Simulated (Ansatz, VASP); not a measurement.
# Cross-check of CuF2 between VASP and Ansatz, part 2 of 2

Wanted: the spread between two codes on one cell, functional and k mesh. The cell is taken from a series of runs on this material, whose earlier steps may have relaxed, scaled, displaced or heated it; both programs get it as it stands.

VASP 6.6.1 and Ansatz 0.2.0.

So far: Starting point; Ansatz: single point, PBEsol, DFT+U.

## Step 3: VASP: single point, PBEsol, DFT+U

Level of this step: PBEsol, DFT+U (Cu d 6 eV), spin-polarised from a ferromagnetic start; plane waves and PAW (Cu, F) (VASP).

The same cell, functional, mesh and smearing now go to VASP, with its own data sets.

Lines of VASP's logs that name or quote its potential files are left out, and so is its time.

INCAR

```
SYSTEM = CuF2
PREC = Accurate
ENCUT = 520
EDIFF = 1E-06
NELM = 200
ISMEAR = -1
SIGMA = 0.05
LREAL = .FALSE.
ALGO = Normal
GGA = PS
NBANDS = 71
ISPIN = 2
MAGMOM = 0.78 0.78 0.78 0.78 0.09 0.09 0.09 0.09 0.09 0.09 0.09 0.09
LDAU = .TRUE.
LDAUTYPE = 2
LDAUL = 2 -1
LDAUU = 6 0
LDAUJ = 0 0
LDAUPRINT = 1
LASPH = .TRUE.
LMAXMIX = 4
LORBIT = 11
LWAVE = .FALSE.
LCHARG = .FALSE.
ISIF = 2
GGA_COMPAT = .FALSE.
KPAR = 2
```

POSCAR

```
CuF2
1.0
    2.7868682953      0.0000000000     -4.5589330534
   -3.3200000000     -4.5400000000      0.0000000000
   -3.3200000000      4.5400000000      0.0000000000
Cu F
4 8
Direct
    1.0000000000      0.5000000000      0.5000000000
    1.0000000000      1.0000000000      1.0000000000
    0.5000000000      0.2500000000      0.7500000000
    0.5000000000      0.7500000000      0.2500000000
    0.7000000000      0.2220000000      0.5220000000
    0.7000000000      0.7220000000      0.0220000000
    0.8000000000      0.7280000000      0.5280000000
    0.8000000000      0.2280000000      0.0280000000
    0.3000000000      0.7780000000      0.4780000000
    0.3000000000      0.2780000000      0.9780000000
    0.2000000000      0.2720000000      0.4720000000
    0.2000000000      0.7720000000      0.9720000000
```

KPOINTS

```
Automatic mesh
0
Gamma
6 6 6
0 0 0
```

Potentials, in the order of the species: Cu and F (PBE family, release 64).

Started as:

```sh
$ mpirun -np 2 vasp_std
```

Numbers of over 12 decimals in the logs are rounded to 6 here.

The program printed:

```text
[banner, memory and clock lines left out]
running    2 mpi-ranks, on    1 nodes
 distrk:  each k-point on    1 cores,    2 groups
 distr:  one band on    1 cores,    1 groups

 POSCAR found type information on POSCAR CuF
 POSCAR found :  2 types and      12 ions
|                                                                             |
|               ----> ADVICE to this user running VASP <----                  |
|                                                                             |
|     You enforced a specific xc type in the INCAR file but a different       |
|     [... a line on the potential file left out ...]
|     I HOPE YOU KNOW WHAT YOU ARE DOING!                                     |
|                                                                             |

 LDA part: xc-table for (Slater+PW92), standard interpolation
 POSCAR, INCAR and KPOINTS ok, starting setup
 FFT: planning ... GRIDC
 FFT: planning ... GRID_SOFT
 FFT: planning ... GRID
 WAVECAR not read
 entering main loop
       N       E                     dE             d eps       ncg     rms          rms(c)
DAV:   1     0.148731876581E+04    0.14873E+04   -0.44562E+04 20933   0.204E+03
DAV:   2     0.264936802408E+03   -0.12224E+04   -0.10856E+04 19880   0.576E+02
DAV:   3    -0.259450259271E+02   -0.29088E+03   -0.27713E+03 20356   0.255E+02
DAV:   4    -0.488002795645E+02   -0.22855E+02   -0.22205E+02 24273   0.824E+01
DAV:   5    -0.493635245408E+02   -0.56324E+00   -0.56224E+00 24244   0.147E+01    0.193E+01
DAV:   6    -0.444231968243E+02    0.49403E+01   -0.35296E+01 31087   0.103E+02    0.701E+00
DAV:   7    -0.458357739708E+02   -0.14126E+01   -0.78038E+00 30032   0.293E+01    0.491E+00
DAV:   8    -0.459898116760E+02   -0.15404E+00   -0.15056E+00 28585   0.304E+01    0.342E+00
DAV:   9    -0.460372547277E+02   -0.47443E-01   -0.35950E-01 31034   0.195E+01    0.132E+00
DAV:  10    -0.460414590925E+02   -0.42044E-02   -0.13238E-01 31650   0.675E+00    0.479E-01
DAV:  11    -0.460450585295E+02   -0.35994E-02   -0.40305E-02 29018   0.186E+00    0.147E-01
DAV:  12    -0.460459257363E+02   -0.86721E-03   -0.37487E-03 29758   0.126E+00    0.153E-01
DAV:  13    -0.460459516540E+02   -0.25918E-04   -0.11018E-03 28686   0.500E-01    0.602E-02
DAV:  14    -0.460459503886E+02    0.12654E-05   -0.24623E-04 30851   0.223E-01    0.158E-02
DAV:  15    -0.460459666079E+02   -0.16219E-04   -0.39611E-05 30825   0.961E-02    0.166E-02
DAV:  16    -0.460459702025E+02   -0.35946E-05   -0.10687E-05 28967   0.637E-02    0.792E-03
DAV:  17    -0.460459719637E+02   -0.17612E-05   -0.40109E-06 20329   0.318E-02    0.424E-03
DAV:  18    -0.460459744821E+02   -0.25184E-05   -0.22556E-06 17249   0.496E-02    0.215E-03
DAV:  19    -0.460459751108E+02   -0.62875E-06   -0.23671E-06 17019   0.135E-02
   1 F= -.46045975E+02 E0= -.46045975E+02  d E =-.378867E-10  mag=     4.0000
```

Parts of OUTCAR (step 3):

```text
ion  position               nearest neighbor table
   1  0.000  0.500  0.500-   7 1.91  11 1.91   9 1.93   5 1.93   8 2.31  12 2.31
   2  0.000  0.000  0.000-   8 1.91  12 1.91  10 1.93   6 1.93  11 2.31   7 2.31
   3  0.500  0.250  0.750-   5 1.91  10 1.91   8 1.93  11 1.93   6 2.31   9 2.31
   4  0.500  0.750  0.250-   6 1.91   9 1.91   7 1.93  12 1.93  10 2.31   5 2.31
   5  0.700  0.222  0.522-   3 1.91   1 1.93   4 2.31
   6  0.700  0.722  0.022-   4 1.91   2 1.93   3 2.31
   7  0.800  0.728  0.528-   1 1.91   4 1.93   2 2.31
   8  0.800  0.228  0.028-   2 1.91   3 1.93   1 2.31
   9  0.300  0.778  0.478-   4 1.91   1 1.93   3 2.31
  10  0.300  0.278  0.978-   3 1.91   2 1.93   4 2.31
  11  0.200  0.272  0.472-   1 1.91   3 1.93   2 2.31
  12  0.200  0.772  0.972-   2 1.91   4 1.93   1 2.31

  LATTYP: Found a base centered monoclinic cell.
 ALAT       =     6.6400000000
 B/A-ratio  =     1.3674698795
 C/A-ratio  =     0.8047089313
 COS(beta)  =    -0.5215663258

 Subroutine GETGRP returns: Found  4 space group operations
 (whereof  2 operations were pure point group operations)

The static configuration has the point symmetry S_2 .
 The point group associated with its full space group is C_2h.

 Found     68 irreducible k-points:

   k-points           NKPTS =     68   k-points in BZ     NKDIM =     68   number of bands    NBANDS=     71

   dimension x,y,z NGX =    40 NGY =   42 NGZ =   42
   dimension x,y,z NGXF=    80 NGYF=   84 NGZF=   84

   ENCUT  =  520.0 eV  38.22 Ry    6.18 a.u.   9.93 10.46 10.46*2*pi/ulx,y,z

   NELECT =     100.0000    total number of electrons

 k-points in reciprocal lattice and weights: Automatic mesh
   0.00000000  0.00000000  0.00000000       0.005
   0.16666667  0.00000000  0.00000000       0.009
   0.33333333  0.00000000  0.00000000       0.009
   0.50000000  0.00000000  0.00000000       0.005
   0.00000000  0.16666667  0.00000000       0.019
   0.16666667  0.16666667  0.00000000       0.019
   0.33333333  0.16666667  0.00000000       0.019
   0.50000000  0.16666667  0.00000000       0.019
  -0.33333333  0.16666667  0.00000000       0.019
[...]
o =  0.9928  v =  0.5904  0.3093 -0.2231  0.5929  0.3930  0.0000  0.0000  0.0000  0.0000  0.0000      0.0000  0.0000  0.0000  0.0000  0.0000  0.0000  0.0000  0.0000  0.0000  0.0000
  o =  1.0311  v = -0.3638  0.7227 -0.2313 -0.3655  0.3978  0.0000  0.0000  0.0000  0.0000  0.0000      0.0000  0.0000  0.0000  0.0000  0.0000  0.0000  0.0000  0.0000  0.0000  0.0000

 average (electrostatic) potential at core
       1 -69.1631       2 -69.1631       3 -69.1631       4 -69.1631       5 -77.1290
       6 -77.1290       7 -77.1290       8 -77.1290       9 -77.1290      10 -77.1290
      11 -77.1290      12 -77.1290

 E-fermi :   1.0116

 spin component 1
 k-point     1 :       0.0000    0.0000    0.0000
  band No.  band energies     occupation
    ...
     48      -0.8976      1.00000
     49      -0.8857      1.00000
     50      -0.5750      1.00000
     51      -0.5344      1.00000
     52      -0.1801      1.00000
     53       4.6418      0.00000
     54       9.6301      0.00000
     55       9.6301      0.00000
     56      10.1205      0.00000
     57      10.2458      0.00000
    ...

 k-point     2 :       0.1667    0.0000    0.0000
  band No.  band energies     occupation
    ...
     48      -0.6259      1.00000
     49      -0.6259      1.00000
     50      -0.6182      1.00000
     51      -0.5582      1.00000
     52      -0.2572      1.00000
     53       5.0325      0.00000
     54       9.6212      0.00000
     55       9.7174      0.00000
     56       9.7174      0.00000
     57      10.2789      0.00000
    ...

 k-point     3 :       0.3333    0.0000    0.0000
  band No.  band energies     occupation
    ...
     48      -0.7010      1.00000
     49      -0.6166      1.00000
     50      -0.4698      1.00000
     51      -0.3550      1.00000
     52      -0.3550      1.00000
     53       6.0106      0.00000
     54       8.5161      0.00000
     55       9.9127      0.00000
     56       9.9127      0.00000
     57      10.6855      0.00000
    ...

 k-point     4 :       0.5000    0.0000    0.0000
  band No.  band energies     occupation
    ...
     48      -0.8198      1.00000
     49      -0.6529      1.00000
     50      -0.6529      1.00000
     51      -0.2582      1.00000
     52      -0.2582      1.00000
     53       7.2519      0.00000
     54       7.2519      0.00000
     55      10.0400      0.00000
     56      10.0400      0.00000
     57      10.7747      0.00000
    ...

 k-point     5 :       0.0000    0.1667    0.0000
  band No.  band energies     occupation
    ...
     48      -0.9308      1.00000
     49      -0.7078      1.00000
     50      -0.6464      1.00000
     51      -0.6109      1.00000
     52      -0.1851      1.00000
     53       4.9944      0.00000
     54       9.2546      0.00000
     55       9.7475      0.00000
     56      10.1071      0.00000
     57      10.3436      0.00000
    ...

 k-point     6 :       0.1667    0.1667    0.0000
  band No.  band energies     occupation
    ...
     48      -0.7891      1.00000
     49      -0.6949      1.00000
     50      -0.6295      1.00000
     51      -0.3735      1.00000
     52      -0.2394      1.00000
     53       5.6172      0.00000
     54       9.0953      0.00000
     55       9.3719      0.00000
     56       9.8844      0.00000
     57      10.4738      0.00000
    ...

  Total       -2.4718259     -2.0821327     -2.2934256      0.0000000      0.0000000      0.0850656
  in kB      -28.8165053    -24.2734681    -26.7367173      0.0000000      0.0000000      0.9916935
  external PRESSURE =     -26.6088969 kB  Pullay stress =       0.0000000 kB

  energy-cutoff  :      520.00
  volume of cell :      137.43
      direct lattice vectors                 reciprocal lattice vectors
     2.786868295  0.000000000 -4.558933053     0.000000000  0.000000000 -0.219349569
    -3.320000000 -4.540000000  0.000000000    -0.150602410 -0.110132159 -0.092063006
    -3.320000000  4.540000000  0.000000000    -0.150602410  0.110132159 -0.092063006

 POSITION                                       TOTAL-FORCE (eV/Angst)
 -----------------------------------------------------------------------------------
     -3.32000      0.00000      0.00000        -0.000000     -0.000000      0.000000
      0.00000      0.00000      0.00000        -0.000000     -0.000000      0.000000
     -1.92657      2.27000     -2.27947        -0.000000     -0.000000      0.000000
     -1.92657     -2.27000     -2.27947        -0.000000     -0.000000     -0.000000
     -0.51927      1.36200     -3.19125         0.086181     -0.109495     -0.110678
     -0.51927     -3.17800     -3.19125         0.086181     -0.109495     -0.110678
     -1.94043     -0.90800     -3.64715        -0.086181     -0.109495      0.110678
      1.37957     -0.90800     -3.64715        -0.086181     -0.109495      0.110678
     -3.33386     -1.36200     -1.36768        -0.086181      0.109495      0.110678
     -3.33386      3.17800     -1.36768        -0.086181      0.109495      0.110678
     -1.91271      0.90800     -0.91179         0.086181      0.109495     -0.110678
     -5.23271      0.90800     -0.91179         0.086181      0.109495     -0.110678
 -----------------------------------------------------------------------------------
    total drift:                               -0.000000     -0.000000      0.000000

  FREE ENERGIE OF THE ION-ELECTRON SYSTEM (eV)
  ---------------------------------------------------
  free  energy   TOTEN  =       -46.0459751108 eV

  energy  without entropy=      -46.0459751108  energy(sigma->0) =      -46.04597511

 total charge
# of ion       s       p       d       tot
------------------------------------------
    1        0.299   0.341   9.082   9.722
    2        0.299   0.341   9.082   9.722
    3        0.299   0.341   9.082   9.722
    4        0.299   0.341   9.082   9.722
    5        1.731   4.350   0.000   6.081
    6        1.731   4.350   0.000   6.081
    7        1.731   4.350   0.000   6.081
    8        1.731   4.350   0.000   6.081
    9        1.731   4.350   0.000   6.081
   10        1.731   4.350   0.000   6.081
   11        1.731   4.350   0.000   6.081
   12        1.731   4.350   0.000   6.081
--------------------------------------------------
tot         15.045  36.165  36.327  87.537

 magnetization (x)
# of ion       s       p       d       tot
------------------------------------------
    1        0.002   0.003   0.834   0.839
    2        0.002   0.003   0.834   0.839
    3        0.002   0.003   0.834   0.839
    4        0.002   0.003   0.834   0.839
    5        0.004   0.074   0.000   0.078
    6        0.004   0.074   0.000   0.078
    7        0.004   0.074   0.000   0.078
    8        0.004   0.074   0.000   0.078
    9        0.004   0.074   0.000   0.078
   10        0.004   0.074   0.000   0.078
   11        0.004   0.074   0.000   0.078
   12        0.004   0.074   0.000   0.078
--------------------------------------------------
tot          0.037   0.604   3.336   3.977

[... 6 further parts left out ...]
```

The run ends at a pressure of -2.66 GPa, with forces up to 0.18 eV/Å.

## Step 4: Comparison

Known differences besides the potentials themselves: VASP starts from the moments at which Ansatz ended; U acts on the PAW sphere in VASP and on atomic orbitals in Ansatz, so only states and trends compare; the data sets hold 132 valence electrons in Ansatz (on its PAW soft_1 files) and 100 in VASP; the cutoff is 420 eV in Ansatz and 520 eV in VASP; Ansatz makes its cores anew for this functional, VASP keeps those of its PBE data sets; site moments are counted in spheres of each program's own size. Total energies have different zeros and are not compared.

Both answers:

```csv
quantity,Ansatz,VASP,difference
gap on the k mesh (eV),1.942,2.663,-0.720
total moment (μB),4.00,4.00,0.00
moment on Cu1 (μB),0.79,0.84,-0.05
moment on Cu2 (μB),0.79,0.84,-0.05
moment on Cu3 (μB),0.79,0.84,-0.05
moment on Cu4 (μB),0.79,0.84,-0.05
moment on F5 (μB),0.10,0.08,+0.02
moment on F6 (μB),0.10,0.08,+0.02
moment on F7 (μB),0.10,0.08,+0.02
moment on F8 (μB),0.10,0.08,+0.02
```

A gap on the mesh is an upper bound, since the band edges may lie between its points.

## Step 5: Further runs

Further runs change the set-up of one program: Ansatz's method, potentials or start, or VASP's data sets, cutoff or form of LDA. The table gives Ansatz less VASP for each quantity, since a change that brings one quantity closer may part another.

```csv
run,gap on the k mesh (eV),total moment (μB)
as above,-0.72,0
VASP with the data sets Cu_sv_GW and F and a cutoff of 610 eV,-1.0,0
```

## Step 6: What came out

```yaml
difference_in_gap_on_the_k_mesh_single_point_pbesol_dft_u: -0.72 eV
```

In words: The difference in gap on the k mesh is -0.72 eV (single point, PBEsol, DFT+U). The data sets hold unlike numbers of valence electrons (132 in Ansatz and 100 in VASP), so part of the differences comes from the potentials. Single point, PBEsol, DFT+U, VASP with the data sets Cu_sv_GW and F and a cutoff of 610 eV: the difference in gap on the k mesh goes from -0.72 to -1.0 eV. How closely two codes agree says nothing of how well the functional describes the real material.

[Lines on the potential files, build, host, timing and source positions are cut from VASP's logs without a mark.]

[Logs are printed without paths, hosts, clocks, repeated set-up lines and the standing remarks that a program may print on its own settings, such as how far it seeks lower states.]

[Hosts, paths, dates, database ids (printed as entryN), source tags and the programs' standing remarks are cut or masked in the printed files.]
